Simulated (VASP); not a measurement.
```
Ag2O
1.0
    4.74988     0.00000     0.00000
    0.00000     4.74988     0.00000
    0.00000     0.00000     4.74988
Ag O
4 2
Cartesian
  3.56241   1.18747   3.56241
  1.18747   3.56241   3.56241
  3.56241   3.56241   1.18747
  1.18747   1.18747   1.18747
  0.00000   0.00000   0.00000
  2.37494   2.37494   2.37494
```

Method: optB86b-vdW, VASP's PBE PAW potentials (set 64) (plane waves; VASP 6.6.1). Run with 520 eV cut-off, Gaussian smearing of 0.050 eV, potentials Ag O.

### Question
Give the energies of bands 18 to 31 at the high-symmetry points, in eV from the valence-band maximum.

### Answer

| band | Γ | X | M | R |
|---|---|---|---|---|
| 18 | -2.94 | -3.06 | -3.25 | -2.95 |
| 19 | -2.94 | -2.92 | -3.02 | -2.95 |
| 20 | -2.74 | -2.92 | -3.02 | -2.73 |
| 21 | -2.74 | -2.69 | -2.90 | -2.73 |
| 22 | -2.74 | -2.69 | -2.90 | -2.73 |
| 23 | -2.58 | -2.56 | -1.94 | -2.66 |
| 24 | -2.58 | -2.56 | -1.94 | -2.66 |
| 25 | -2.58 | -1.56 | -1.57 | -1.72 |
| 26 | 0.00 | -1.56 | -1.57 | -0.68 |
| 27 | 0.00 | -0.46 | -0.80 | -0.68 |
| 28 | 0.00 | -0.46 | -0.80 | -0.68 |
| 29 | 0.04 | 2.09 | 2.13 | 2.64 |
| 30 | 2.10 | 2.09 | 2.13 | 2.64 |
| 31 | 2.10 | 4.76 | 3.74 | 2.64 |

The gap is direct, 0.04 eV, from the valence maximum at Γ to the conduction minimum at Γ.

The compound is Ag2O in the cuprite structure. It was relaxed first.
